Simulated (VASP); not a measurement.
# LaSi3Rh with PBEsol: from relaxation to properties

How well does PBEsol reproduce what experiment finds for LaSi3Rh? The cell is relaxed first, and properties follow on it. The steps: full relaxation (PBEsol), second relaxation, single point with fields (PBEsol), band structure (PBEsol), density of states (PBEsol), zone-centre phonons (PBEsol) and electric field gradients (PBEsol). The start is a computed cell from the Materials Project.

Main program and level: VASP 6.6.1; PBEsol; plane waves and PAW (La, Si, Rh_pv).

**What experiment says.**

“Specific heat and muSR study on the noncentrosymmetric superconductor LaRhSi3” (2011, arxiv:1108.0193) reports for LaRhSi3, BaNiSn3-type tetragonal, by powder X-ray diffraction (arc-melted polycrystal annealed at 900 C, powdered, 300 K): lattice constant a (a from X-ray Rietveld refinement) 4.2694 ± 0.0003 Å [room-temperature value]; lattice constant c (c from X-ray Rietveld refinement) 9.8357 ± 0.001 Å [room-temperature value].

## 1. Set-up

Before any relaxation, the start is as follows. Symmetry: I4mm, No. 107, tetragonal system. Conventional cell: a = 4.270 Å, b = 4.270 Å, c = 9.869 Å, α = 90.00°, β = 90.00°, γ = 90.00°. La has 12 Si at 3.14 to 3.36 Å and 5 Rh at 3.38 to 3.40 Å nearest. Nearest to Si lie 1 Rh at 2.39 Å and 4 Si at 2.60 Å and 4 La at 3.14 Å. Nearest to Si lie 2 Rh at 2.38 Å and 6 Si at 2.60 to 3.02 Å and 4 La at 3.17 to 3.36 Å. Rh has 5 Si at 2.38 to 2.39 Å and 5 La at 3.38 to 3.40 Å nearest. Farther neighbours are not listed.

Coordinates:

```cif
data_structure
_symmetry_space_group_name_H-M 'P 1'
_symmetry_Int_Tables_number 1
_cell_length_a 4.2697
_cell_length_b 4.2697
_cell_length_c 5.7850
_cell_angle_alpha 111.656
_cell_angle_beta 111.656
_cell_angle_gamma 90.000
_cell_volume 89.96
loop_
_atom_site_label
_atom_site_type_symbol
_atom_site_fract_x
_atom_site_fract_y
_atom_site_fract_z
_atom_site_occupancy
La1 La 0.00050 0.00050 0.00100 1
Si2 Si 0.58807 0.58807 0.17614 1
Si3 Si 0.23798 0.73798 0.47596 1
Si4 Si 0.73798 0.23798 0.47596 1
Rh5 Rh 0.34547 0.34547 0.69094 1
```

## 2. Full relaxation (PBEsol)

The start need not lie at this functional's minimum. ISIF = 3 frees volume, shape and positions, and EDIFFG sets the threshold on forces and stress at which the search stops. PBEsol restores the gradient expansion of exchange and is tuned for the cells of solids.

Input file INCAR:

```
SYSTEM = LaSi3Rh
PREC = Accurate
ENCUT = 400
EDIFF = 1E-06
NELM = 100
ISMEAR = 0
SIGMA = 0.05
LREAL = .FALSE.
ALGO = Normal
GGA = PS
NBANDS = 25
LASPH = .TRUE.
LORBIT = 11
LWAVE = .FALSE.
LCHARG = .FALSE.
KPAR = 4
IBRION = 2
NSW = 60
ISIF = 3
EDIFFG = -0.01
```

Input file POSCAR:

```
LaSi3Rh
1.0
   -4.2697357800      0.0000000000      0.0000000000
    0.0000000000      4.2697357800      0.0000000000
    2.1348678900     -2.1348678900     -4.9346317700
La Si Rh
1 3 1
Direct
    0.0005011100      0.0005011100      0.0010022200
    0.5880683200      0.5880683200      0.1761366400
    0.2379810800      0.7379810800      0.4759621600
    0.7379810800      0.2379810800      0.4759621600
    0.3454694200      0.3454694200      0.6909388400
```

Input file KPOINTS:

```
Automatic mesh
0
Gamma
5 5 5
0 0 0
```

PAW data sets: La, Si and Rh_pv (PBE family, release 64).

Launch:

```bash
> mpirun -np 4 vasp_std
```

The log of the run:

```text
[banner, memory and clock lines left out]
running    4 mpi-ranks, on    1 nodes
 distrk:  each k-point on    1 cores,    4 groups
 distr:  one band on    1 cores,    1 groups

 POSCAR found type information on POSCAR LaSiRh
 POSCAR found :  3 types and       5 ions
|                                                                             |
|               ----> ADVICE to this user running VASP <----                  |
|                                                                             |
|     You enforced a specific xc type in the INCAR file but a different       |
|     [... a line on the potential file left out ...]
|     I HOPE YOU KNOW WHAT YOU ARE DOING!                                     |
|                                                                             |

 LDA part: xc-table for (Slater+PW92), standard interpolation
 POSCAR, INCAR and KPOINTS ok, starting setup
 FFT: planning ... GRIDC
 FFT: planning ... GRID_SOFT
 FFT: planning ... GRID
 WAVECAR not read
 entering main loop
       N       E                     dE             d eps       ncg     rms          rms(c)
DAV:   1     0.256760247037E+03    0.25676E+03   -0.15284E+04  1124   0.160E+03
DAV:   2     0.584016031678E+01   -0.25092E+03   -0.24109E+03  1013   0.322E+02
DAV:   3    -0.336097902155E+02   -0.39450E+02   -0.37606E+02  1369   0.119E+02
DAV:   4    -0.361607504481E+02   -0.25510E+01   -0.25406E+01  1561   0.362E+01
DAV:   5    -0.362713104797E+02   -0.11056E+00   -0.11047E+00  1328   0.573E+00    0.134E+01
DAV:   6    -0.360934419366E+02    0.17787E+00   -0.18082E+01  1320   0.271E+01    0.630E+00
DAV:   7    -0.353101519750E+02    0.78329E+00   -0.58712E+00  1328   0.192E+01    0.409E+00
DAV:   8    -0.353173142284E+02   -0.71623E-02   -0.91177E-01  1376   0.486E+00    0.144E+00
DAV:   9    -0.352795455280E+02    0.37769E-01   -0.28623E-01  1408   0.360E+00    0.356E-01
DAV:  10    -0.352802848892E+02   -0.73936E-03   -0.15729E-02  1400   0.818E-01    0.194E-01
DAV:  11    -0.352803181297E+02   -0.33241E-04   -0.21307E-03  1384   0.304E-01    0.856E-02
DAV:  12    -0.352804238755E+02   -0.10575E-03   -0.62983E-04  1528   0.136E-01    0.328E-02
DAV:  13    -0.352804426210E+02   -0.18745E-04   -0.95094E-05  1568   0.627E-02    0.174E-02
DAV:  14    -0.352804501539E+02   -0.75329E-05   -0.27600E-05  1544   0.241E-02    0.962E-03
DAV:  15    -0.352804531378E+02   -0.29839E-05   -0.21289E-05  1480   0.232E-02    0.310E-03
DAV:  16    -0.352804532197E+02   -0.81894E-07   -0.26361E-06  1264   0.102E-02
   1 F= -.35280453E+02 E0= -.35278747E+02  d E =-.352805E+02
 curvature:   0.00 expect dE= 0.000E+00 dE for cont linesearch  0.000E+00
 trial: gam= 0.00000 g(F)=  0.333E-02 g(S)=  0.853E-01 ort = 0.000E+00 (trialstep = 0.100E+01)
 search vector abs. value=  0.887E-01
 bond charge predicted
       N       E                     dE             d eps       ncg     rms          rms(c)
DAV:   1    -0.367497261750E+02   -0.14693E+01   -0.24933E+01  1199   0.453E+01    0.115E+01
DAV:   2    -0.362434863065E+02    0.50624E+00   -0.24382E+01  1150   0.362E+01    0.663E+00
DAV:   3    -0.352832324975E+02    0.96025E+00   -0.48202E+00  1312   0.207E+01    0.200E+00
DAV:   4    -0.352870079917E+02   -0.37755E-02   -0.65729E-01  1360   0.463E+00    0.116E+00
DAV:   5    -0.352845260641E+02    0.24819E-02   -0.19553E-01  1304   0.326E+00    0.111E+00
DAV:   6    -0.352746645360E+02    0.98615E-02   -0.58391E-02  1608   0.186E+00    0.160E-01
DAV:   7    -0.352750931989E+02   -0.42866E-03   -0.39795E-03  1367   0.318E-01    0.117E-01
DAV:   8    -0.352752206344E+02   -0.12744E-03   -0.49205E-04  1567   0.143E-01    0.651E-02
DAV:   9    -0.352752594810E+02   -0.38847E-04   -0.20471E-04  1399   0.744E-02    0.232E-02
DAV:  10    -0.352752706473E+02   -0.11166E-04   -0.14330E-04  1728   0.722E-02    0.117E-02
DAV:  11    -0.352752732918E+02   -0.26445E-05   -0.23803E-05  1426   0.301E-02    0.631E-03
DAV:  12    -0.352752733159E+02   -0.24057E-07   -0.14045E-06  1015   0.107E-02
   2 F= -.35275273E+02 E0= -.35273827E+02  d E =0.517990E-02
[... from here on, the cycles between the ionic steps are left out ...]
   3 F= -.35302111E+02 E0= -.35300550E+02  d E =-.216577E-01
   4 F= -.35302108E+02 E0= -.35300551E+02  d E =-.216548E-01
   5 F= -.35303158E+02 E0= -.35301588E+02  d E =-.105010E-02
   6 F= -.35303395E+02 E0= -.35301806E+02  d E =-.128668E-02
   7 F= -.35303398E+02 E0= -.35301811E+02  d E =-.128962E-02
   8 F= -.35303554E+02 E0= -.35301950E+02  d E =-.156622E-03
   9 F= -.35303556E+02 E0= -.35301949E+02  d E =-.158476E-03
  10 F= -.35303605E+02 E0= -.35301981E+02  d E =-.486024E-04
  11 F= -.35303611E+02 E0= -.35301992E+02  d E =-.549468E-04
 curvature:  -0.70 expect dE=-0.296E-04 dE for cont linesearch -0.768E-07
 trial: gam= 0.23402 g(F)=  0.200E-04 g(S)=  0.224E-04 ort =-0.503E-05 (trialstep = 0.103E+01)
 search vector abs. value=  0.526E-04
 bond charge predicted
       N       E                     dE             d eps       ncg     rms          rms(c)
DAV:   1    -0.353036554563E+02   -0.44036E-04   -0.41890E-03  1209   0.605E-01    0.387E-02
DAV:   2    -0.353036460641E+02    0.93922E-05   -0.36334E-04  1358   0.158E-01    0.223E-02
DAV:   3    -0.353036364975E+02    0.95666E-05   -0.58524E-05  1504   0.670E-02    0.107E-02
DAV:   4    -0.353036334916E+02    0.30059E-05   -0.12615E-05  1340   0.267E-02    0.260E-03
DAV:   5    -0.353036333715E+02    0.12001E-06   -0.11071E-06   879   0.965E-03
  12 F= -.35303633E+02 E0= -.35302009E+02  d E =-.223628E-04
 trial-energy change:   -0.000022  1 .order   -0.000022   -0.000042   -0.000002
 step:   1.0742(harm=  1.0742)  dis= 0.00110  next Energy=   -35.303633 (dE=-0.221E-04)
 reached required accuracy - stopping structural energy minimisation
```

Wall time 2.7 min (4 MPI ranks of AMD EPYC 7R43, shared host); peak memory 0.75 GiB; 11 min of CPU time.

Lines that name or quote the potential files are left out of all logs, and their timing lines are given in words.

Parts of OUTCAR (step 2):

```text
ion  position               nearest neighbor table
   1  0.001  0.001  0.001-   2 3.14   2 3.14   2 3.14   2 3.14   3 3.17   4 3.17   3 3.17   4 3.17
                             3 3.36   4 3.36   4 3.36   3 3.36   5 3.38   5 3.38   5 3.38   5 3.38
   2  0.588  0.588  0.176-   5 2.39   4 2.60   3 2.60   4 2.60   3 2.60   1 3.14   1 3.14   1 3.14
                             1 3.14
   3  0.238  0.738  0.476-   5 2.38   5 2.38   2 2.60   2 2.60   4 3.02   4 3.02   4 3.02   4 3.02
                             1 3.17   1 3.17   1 3.36   1 3.36
   4  0.738  0.238  0.476-   5 2.38   5 2.38   2 2.60   2 2.60   3 3.02   3 3.02   3 3.02   3 3.02
                             1 3.17   1 3.17   1 3.36   1 3.36
   5  0.345  0.345  0.691-   3 2.38   4 2.38   3 2.38   4 2.38   2 2.39   1 3.38   1 3.38   1 3.38
                             1 3.38   1 3.40

  LATTYP: Found a body centered tetragonal cell.
 ALAT       =     4.2697357800
 C/A-ratio  =     2.3114459649

 Subroutine GETGRP returns: Found  8 space group operations
 (whereof  8 operations were pure point group operations)

The static configuration has the point symmetry C_4v.

 Found     18 irreducible k-points:

   k-points           NKPTS =     18   k-points in BZ     NKDIM =     18   number of bands    NBANDS=     25

   dimension x,y,z NGX =    28 NGY =   28 NGZ =   40
   dimension x,y,z NGXF=    56 NGYF=   56 NGZF=   80

   ENCUT  =  400.0 eV  29.40 Ry    5.42 a.u.   6.96  6.96  9.43*2*pi/ulx,y,z

   NELECT =      38.0000    total number of electrons

 k-points in reciprocal lattice and weights: Automatic mesh
   0.00000000  0.00000000  0.00000000       0.008
   0.20000000  0.00000000 -0.00000000       0.064
   0.40000000  0.00000000 -0.00000000       0.064
   0.20000000  0.20000000 -0.00000000       0.064
   0.40000000  0.20000000 -0.00000000       0.128
  -0.40000000  0.20000000  0.00000000       0.128
  -0.20000000  0.20000000  0.00000000       0.032
   0.40000000  0.40000000 -0.00000000       0.064
  -0.40000000  0.40000000  0.00000000       0.032
[...]
0.00000000  0.00000000  0.40000000       0.016
   0.20000000  0.00000000  0.40000000       0.032

 average (electrostatic) potential at core
       1 -93.4687       2 -79.1130       3 -79.3593       4 -79.3593       5 -72.4504

 E-fermi :  10.0468

 k-point     1 :       0.0000    0.0000    0.0000
  band No.  band energies     occupation
    ...
     14       6.6647      2.00000
     15       6.9281      2.00000
     16       7.3273      2.00000
     17       8.2276      2.00000
     18       8.2276      2.00000
     19      10.2591      0.00000
     20      10.2591      0.00000
     21      11.2483      0.00000
     22      11.4702      0.00000
     23      12.2432      0.00000
    ...

 k-point     2 :       0.2000    0.0000   -0.0000
  band No.  band energies     occupation
    ...
     16       7.5093      2.00000
     17       8.3108      2.00000
     18       8.5209      2.00000
     19       9.2021      2.00000
     20       9.5620      2.00000
     21      11.3023      0.00000
     22      11.9450      0.00000
     23      12.3281      0.00000
     24      12.4102      0.00000
     25      12.5309      0.00000

 k-point     3 :       0.4000    0.0000   -0.0000
  band No.  band energies     occupation
    ...
     16       7.4696      2.00000
     17       7.9020      2.00000
     18       8.6334      2.00000
     19       9.2116      2.00000
     20       9.8317      2.00000
     21      11.5134      0.00000
     22      11.9446      0.00000
     23      12.3913      0.00000
     24      12.5546      0.00000
     25      12.5788      0.00000

  Total        0.0065548      0.0065548      0.0046931      0.0000000      0.0000000      0.0000000
  in kB        0.1195525      0.1195525      0.0855981      0.0000000      0.0000000      0.0000000
  external PRESSURE =       0.1082344 kB  Pullay stress =       0.0000000 kB

  energy-cutoff  :      400.00
  volume of cell :       87.84
      direct lattice vectors                 reciprocal lattice vectors
    -4.226353096  0.000000000 -0.000000000    -0.236610614  0.000000000 -0.101670023
     0.000000000  4.226353096  0.000000000     0.000000000  0.236610614 -0.101670023
     2.113176548 -2.113176548 -4.917870446     0.000000000  0.000000000 -0.203340045

 POSITION                                       TOTAL-FORCE (eV/Angst)
 -----------------------------------------------------------------------------------
     -0.00000      0.00000     -0.01081         0.000000      0.000000      0.000170
     -2.11318      2.11318     -0.84964         0.000000     -0.000000      0.001141
      0.00000      2.11318     -2.34329         0.000000     -0.000000     -0.001724
     -2.11318     -0.00000     -2.34329         0.000000     -0.000000     -0.001724
      0.00000      0.00000     -3.40351        -0.000000      0.000000      0.002137
 -----------------------------------------------------------------------------------
    total drift:                               -0.000045      0.000045      0.000976

  FREE ENERGIE OF THE ION-ELECTRON SYSTEM (eV)
  ---------------------------------------------------
  free  energy   TOTEN  =       -35.3036333715 eV

  energy  without entropy=      -35.3003847898  energy(sigma->0) =      -35.30200908

 reached required accuracy - stopping structural energy minimisation

 total charge
# of ion       s       p       d       f       tot
--------------------------------------------------
    1        2.029   5.627   0.795   0.170   8.622
    2        0.782   0.863   0.000   0.000   1.645
    3        0.776   0.830   0.000   0.000   1.606
    4        0.776   0.830   0.000   0.000   1.606
    5        0.429   6.388   7.312   0.000  14.129
--------------------------------------------------
tot          4.792  14.538   8.107   0.170  27.607

[... 3 further parts left out ...]
```

CONTCAR:

```
LaSi3Rh
   1.00000000000000
    -4.2263530957071493    0.0000000000000000   -0.0000000000000000
     0.0000000000000000    4.2263530957071493    0.0000000000000000
     2.1131765478535747   -2.1131765478535747   -4.9178704456371607
  La              Si              Rh
     1     3     1
Direct
     0.0010991886248197    0.0010991886248197    0.0021983772496324
     0.5863826934744298    0.5863826934744298    0.1727653869488668
     0.2382419323714789    0.7382419323714791    0.4764838647429649
     0.7382419323714791    0.2382419323714789    0.4764838647429649
     0.3460352631577875    0.3460352631577875    0.6920705263155751
```

The k-mesh is coarse for a metal. The PAW data sets were made with PBE, which is usual practice but a small mismatch for other functionals. The run keeps the 8 symmetry operations of its start, so it cannot find a distortion of lower symmetry.

The steps of the relaxation:

```csv
step,energy less that of the first step (eV),largest force (eV/Å),pressure (GPa),volume (Å³)
1,0.0000,0.2272,-3.06,89.96
2,0.0052,0.1724,3.85,85.56
3,-0.0217,0.1120,0.03,87.84
4,-0.0217,0.1095,0.11,87.80
5,-0.0227,0.0436,0.08,87.80
6,-0.0229,0.0444,0.06,87.80
7,-0.0229,0.0399,0.06,87.80
8,-0.0231,0.0275,-0.05,87.88
9,-0.0231,0.0264,-0.10,87.90
10,-0.0232,0.0161,0.06,87.81
11,-0.0232,0.0161,0.02,87.83
12,-0.0232,0.0021,0.01,87.84
```

```csv
"conventional cell, symmetrised",before,after,change
a (Å),4.270,4.226,-1.0 %
b (Å),4.270,4.226,-1.0 %
c (Å),9.869,9.836,-0.3 %
volume (Å³/atom),17.99,17.57,-2.4 %
```

The atoms that moved most (Å, as changes of fractional coordinates times the final cell):

```csv
atom,dx,dy,dz,length
Si2,0.000,0.000,0.017,0.017
La1,0.000,0.000,-0.006,0.006
Rh5,0.000,0.000,-0.006,0.006
```

The relaxed structure:

```cif
data_structure
_symmetry_space_group_name_H-M 'P 1'
_symmetry_Int_Tables_number 1
_cell_length_a 4.2264
_cell_length_b 4.2264
_cell_length_c 5.7547
_cell_angle_alpha 111.544
_cell_angle_beta 111.544
_cell_angle_gamma 90.000
_cell_volume 87.84
loop_
_atom_site_label
_atom_site_type_symbol
_atom_site_fract_x
_atom_site_fract_y
_atom_site_fract_z
_atom_site_occupancy
La1 La 0.00110 0.00110 0.00220 1
Si2 Si 0.58638 0.58638 0.17277 1
Si3 Si 0.23824 0.73824 0.47648 1
Si4 Si 0.73824 0.23824 0.47648 1
Rh5 Rh 0.34604 0.34604 0.69207 1
```

This step gave:

| Property | Result |
| --- | --- |
| electrons | 38 |
| bands | 25 |
| irreducible k-points | 18 |
| symmetry operations | 8 |
| free energy (TOTEN) | -35.30 eV |
| energy at zero smearing | -35.30 eV |
| Fermi energy | 10.05 eV |
| pressure | 0.01082 GPa |
| metallic | yes |
| SCF cycles over all ionic steps | 87 |

It ends with a largest force of 0.002 eV/Å and a pressure of 0.01 GPa.

(Part 1 of 5 ends here.)

[Lines on the potential files, build, host, timing and source positions are cut from VASP's logs without a mark.]

[Logs are printed without paths, hosts, clocks, repeated set-up lines and the standing remarks that a program may print on its own settings, such as how far it seeks lower states.]

[Hosts, paths, dates, database ids (printed as entryN), source tags and the programs' standing remarks are cut or masked in the printed files.]

[Measured values are set beside computed ones only where the two were judged alike; some that the calculation misses by far are left out.]

[In band tables of VASP the shares of atoms and orbitals are scaled to a sum of 1 inside the atoms' spheres.]
